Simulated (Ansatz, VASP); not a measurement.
# Os (Osmium) in two plane-wave programs, part 2 of 2

Aim: how closely do two programs agree when they are given the same cell, functional and k mesh? Of the first pair: The structure shown is the end of the Ansatz relaxation below.

VASP 6.6.1 and Ansatz 0.2.0.

So far. Step 3 (VASP: single point, PBE, pair 1): The run ends at a pressure of 6.33 GPa.

**6. VASP: relaxation of cell and atoms, PBE**

Level of this step: PBE; plane waves and PAW (Os) (VASP).

The same cell, functional, mesh and smearing now go to VASP, with its own data sets.

INCAR reads:

```
SYSTEM = Os
PREC = Accurate
ENCUT = 600
EDIFF = 1E-07
NELM = 120
ISMEAR = 1
SIGMA = 0.2
LREAL = .FALSE.
ALGO = Normal
GGA = PE
NBANDS = 14
LASPH = .TRUE.
LORBIT = 11
LWAVE = .FALSE.
LCHARG = .FALSE.
ISIF = 3
IBRION = 2
NSW = 80
EDIFFG = -0.005
GGA_COMPAT = .FALSE.
NELMIN = 4
KPAR = 2
```

POSCAR reads:

```
Os
1.0
    2.7542630000      0.0000000000      0.0000000000
   -1.3771310000      2.3852620000      0.0000000000
    0.0000000000      0.0000000000      4.3463720000
Os
2
Direct
    0.3333330726      0.6666663872      0.2500000000
    0.6666663547      0.3333331936      0.7500000000
```

KPOINTS reads:

```
Automatic mesh
0
Gamma
21 21 12
0 0 0
```

Potentials, in the order of the species: Os (PBE family, release 64).

Command:

```console
$ mpirun -np 2 vasp_std
```

Numbers of over 12 decimals in the logs are rounded to 6 here.

The program printed:

```text
[... set-up lines as in an earlier step ...]
 entering main loop
       N       E                     dE             d eps       ncg     rms          rms(c)
DAV:   1     0.116573428139E+03    0.11657E+03   -0.81761E+03  9408   0.123E+03
DAV:   2    -0.174757469736E+02   -0.13405E+03   -0.11797E+03  9606   0.365E+02
DAV:   3    -0.238623408192E+02   -0.63866E+01   -0.60413E+01 12512   0.692E+01
DAV:   4    -0.239355016765E+02   -0.73161E-01   -0.72932E-01 10128   0.775E+00
[...]
DAV:  12    -0.224990958660E+02    0.79987E-06   -0.10281E-07  9622   0.346E-03    0.942E-04
DAV:  13    -0.224990956920E+02    0.17404E-06   -0.87667E-09  5544   0.918E-04    0.233E-04
DAV:  14    -0.224990956429E+02    0.49022E-07   -0.22737E-09  5136   0.612E-04
   1 F= -.22499096E+02 E0= -.22498602E+02  d E =-.224991E+02
[...]
N       E                     dE             d eps       ncg     rms          rms(c)
DAV:   1    -0.224991146197E+02   -0.18928E-04   -0.11264E-03  9816   0.256E-01    0.688E-02
DAV:   2    -0.224990899531E+02    0.24667E-04   -0.23385E-05 11546   0.539E-02    0.287E-02
DAV:   3    -0.224990856639E+02    0.42892E-05   -0.15637E-05 11826   0.373E-02    0.358E-03
DAV:   4    -0.224990857793E+02   -0.11540E-06   -0.36054E-07 10114   0.489E-03    0.112E-03
DAV:   5    -0.224990859696E+02   -0.19033E-06   -0.60438E-08  6216   0.201E-03    0.455E-04
DAV:   6    -0.224990859554E+02    0.14212E-07   -0.64879E-09  4848   0.920E-04
   2 F= -.22499086E+02 E0= -.22498593E+02  d E =0.968754E-05
 trial-energy change:    0.000010  1 .order    0.000013   -0.000010    0.000035
 step:   0.3052(harm=  0.2262)  dis= 0.00000  next Energy=   -22.499097 (dE=-0.166E-05)
[...]
N       E                     dE             d eps       ncg     rms          rms(c)
DAV:   1    -0.224991149475E+02   -0.28978E-04   -0.54371E-04  9828   0.178E-01    0.477E-02
DAV:   2    -0.224991011696E+02    0.13778E-04   -0.11281E-05 11504   0.374E-02    0.199E-02
DAV:   3    -0.224990975522E+02    0.36174E-05   -0.75644E-06 11802   0.259E-02    0.248E-03
DAV:   4    -0.224990975744E+02   -0.22220E-07   -0.16346E-07  7428   0.341E-03
   3 F= -.22499098E+02 E0= -.22498604E+02  d E =-.193147E-05
[...]
reached required accuracy - stopping structural energy minimisation
```

Parts of OUTCAR (step 6):

```text
  Total        0.0063787      0.0063787      0.0047570      0.0000000      0.0000000      0.0000000
  in kB        0.3579851      0.3579852      0.2669708      0.0000001      0.0000000      0.0000000
  external PRESSURE =       0.3276470 kB  Pullay stress =       0.0000000 kB

 POSITION                                       TOTAL-FORCE (eV/Angst)
 -----------------------------------------------------------------------------------
      0.00000      1.59012      1.08644        -0.000000      0.000000      0.000000
      1.37708      0.79506      3.25931         0.000000     -0.000000     -0.000000
 -----------------------------------------------------------------------------------
    total drift:                                0.000056      0.000056     -0.000000

  FREE ENERGIE OF THE ION-ELECTRON SYSTEM (eV)
  ---------------------------------------------------
  free  energy   TOTEN  =       -22.4990975744 eV

  energy  without entropy=      -22.4976164723  energy(sigma->0) =      -22.49860387

 reached required accuracy - stopping structural energy minimisation

[... 1 part as in an earlier step ...]

[... 2 further parts left out ...]
[key lines of the parts left out:]
E-fermi :   9.1826
```

The run keeps the 24 symmetry operations of its start, so it cannot find a distortion of lower symmetry.

**7. Differences**

What differs besides the data sets and the points named for the pairs above, as far as they apply: the data sets hold 32 valence electrons in Ansatz (on its default PAW (the set named soft_2) files) and 16 in VASP; Ansatz adds a Pulay correction to the stress that steers its cell, VASP none. Total energies have different zeros and are not compared.

Compared:

```
                                         quantity  Ansatz   VASP  difference
                                      volume (Å³)   28.55  28.55     +0.01 %
edge a after relaxation, in the typed setting (Å)   2.754  2.754     +0.00 %
edge c after relaxation, in the typed setting (Å)   4.346  4.346     +0.01 %
```

**8. Ansatz: relaxation, PBE**

This run makes the geometry at which the two programs are then compared.

The structure compared here is the end of the Ansatz relaxation.

input.yaml reads:

```yaml
crystal:
  lattice:
    - [2.7678639844, 0.0, 0.0]
    - [-1.3839319922, 2.3970405247, 0.0]
    - [0.0, 0.0, 4.3679734902]
  atoms:
    - { symbol: Os, position: [0.3333333333, 0.6666666667, 0.25] }
    - { symbol: Os, position: [0.6666666667, 0.3333333333, 0.75] }
kpoints:
  mp_grid: { grid: [21, 21, 12] }
hamiltonian:
  xc: pbe
scf:
  occupations: { method: methfessel_paxton, width: 0.2 }
output:
  forces: true
  stress: true
  eigenvalues: true
relax:
  adjacent_minimum: "off"
  f_tol: 0.001
  max_steps: 60
  cell: { stress_tol: 0.01, fix: [volume] }
```

Command:

```console
$ ansatz run input.yaml --threads 8 --pin off --max-ram 14336MiB --backend cpu --events-out ev --progress --plain --runs-dir out
```

The program printed:

```text
[...]
Crystal: 2 atoms, lattice volume = 28.980 Å³
Basis set: ecut = 420 eV, 579 PW (Γ), exchange–correlation on 40×40×60 points (8 copies of the dense FFT grid, shifted against one another)
Bands: 20, of which v1, the nominal top of the filled ones, is band 16 counted from 1 (15 counted from 0)
Symmetry: 24 space group operations
[...]
k-points: 336 of 5292
[...]
k-point 335: bands = [... 12 lower, 21.6364, 21.6364, 23.6480, 23.6480, 26.4810, 26.4810, 32.9457, 32.9457]
--- Relaxed structure (3 steps of the walk, 2 accepted, 1 SCFs on fresh bases) ---
[...]
cell:  # Å, volume = 28.9801 Å³
    - [2.768562, 0.0, 0]
    - [-1.384281, 2.397645, 0]
    - [0, 0, 4.365773]
  atoms:
    - { symbol: Os, position: [0.333333, 0.666667, 0.25] }
    - { symbol: Os, position: [0.666667, 0.333333, 0.75] }
[key lines of the parts left out:]
SCF converged after 4 iterations
Free energy (F): -22769.086076 eV
Fermi energy:    24.955139 eV
P = ⅓ Tr σ = -5.7098 GPa (-57.098 kbar)
```

**9. VASP: single point, PBE, pair 3**

The same cell, functional, mesh and smearing now go to VASP, with its own data sets.

INCAR reads:

```
SYSTEM = Os
PREC = Accurate
ENCUT = 600
EDIFF = 1E-06
NELM = 120
ISMEAR = 1
SIGMA = 0.2
LREAL = .FALSE.
ALGO = Normal
GGA = PE
NBANDS = 14
LASPH = .TRUE.
LORBIT = 11
LWAVE = .FALSE.
LCHARG = .FALSE.
ISIF = 2
GGA_COMPAT = .FALSE.
KPAR = 2
```

POSCAR reads:

```
Os
1.0
    2.7685615242      0.0000000000      0.0000000000
   -1.3842807621      2.3976446119      0.0000000000
    0.0000000000      0.0000000000      4.3657727433
Os
2
Direct
    0.3333333333      0.6666666667      0.2500000000
    0.6666666667      0.3333333333      0.7500000000
```

KPOINTS is that of step 6.

Command:

```console
$ mpirun -np 2 vasp_std
```

The program printed:

```text
[... set-up lines as in an earlier step ...]
 entering main loop
       N       E                     dE             d eps       ncg     rms          rms(c)
DAV:   1     0.115374828493E+03    0.11537E+03   -0.81443E+03  9408   0.123E+03
DAV:   2    -0.173174014095E+02   -0.13269E+03   -0.11666E+03  9612   0.363E+02
DAV:   3    -0.238702465001E+02   -0.65528E+01   -0.61706E+01 12418   0.694E+01
DAV:   4    -0.239505782733E+02   -0.80332E-01   -0.79944E-01 10242   0.806E+00
[...]
DAV:  10    -0.224912662776E+02   -0.32143E-04   -0.62258E-05 11856   0.725E-02    0.106E-02
DAV:  11    -0.224912404488E+02    0.25829E-04   -0.50711E-06 10554   0.243E-02    0.107E-03
DAV:  12    -0.224912396702E+02    0.77857E-06   -0.10347E-07  5802   0.359E-03
   1 F= -.22491240E+02 E0= -.22490743E+02  d E =-.149082E-02
```

OUTCAR, selected parts (step 9):

```text
  Total       -1.0492158     -1.0492158     -1.0668816     -0.0000000     -0.0000000      0.0000000
  in kB      -58.0063195    -58.0063195    -58.9829752     -0.0000000     -0.0000000      0.0000000
  external PRESSURE =     -58.3318714 kB  Pullay stress =       0.0000000 kB

 POSITION                                       TOTAL-FORCE (eV/Angst)
 -----------------------------------------------------------------------------------
     -0.00000      1.59843      1.09144        -0.000000      0.000000      0.000000
      1.38428      0.79921      3.27433         0.000000      0.000000      0.000000
 -----------------------------------------------------------------------------------
    total drift:                               -0.000000      0.000000     -0.000000

  FREE ENERGIE OF THE ION-ELECTRON SYSTEM (eV)
  ---------------------------------------------------
  free  energy   TOTEN  =       -22.4912396702 eV

  energy  without entropy=      -22.4897488503  energy(sigma->0) =      -22.49074273

[... 1 part as in an earlier step ...]

[... 2 further parts left out ...]
[key lines of the parts left out:]
E-fermi :   8.9577
```

The run ends at a pressure of -5.83 GPa.

**10. Comparison**

What differs besides the data sets and the points named for the pairs above, as far as they apply: the data sets hold 32 valence electrons in Ansatz (on its default PAW (the set named soft_2) files) and 16 in VASP. Total energies have different zeros and are not compared.

Both answers:

```
      quantity  Ansatz   VASP  difference
pressure (GPa)   -5.71  -5.83       +0.12
```

**11. What came out**

```
difference in pressure (single point, PBE, pair 1)                                              : -0.10 GPa
difference in edge c after relaxation, in the typed setting (relaxation of cell and atoms, PBE) : 0.014 %
difference in pressure (single point, PBE, pair 3)                                              : 0.12 GPa
```

In words: The difference in pressure is 0.12 GPa (single point, PBE, pair 3), within the 1 GPa picked in this series as the mark of a large difference. The data sets hold unlike numbers of valence electrons (32 in Ansatz and 16 in VASP), so part of the differences comes from the potentials. Such differences can come from data sets, numerical settings and the points named under the comparisons, not from the functional's error against experiment.

[Lines on the potential files, build, host, timing and source positions are cut from VASP's logs without a mark.]

[Logs are printed without paths, hosts, clocks, repeated set-up lines and the standing remarks that a program may print on its own settings, such as how far it seeks lower states.]

[Hosts, paths, dates, database ids (printed as entryN), source tags and the programs' standing remarks are cut or masked in the printed files.]
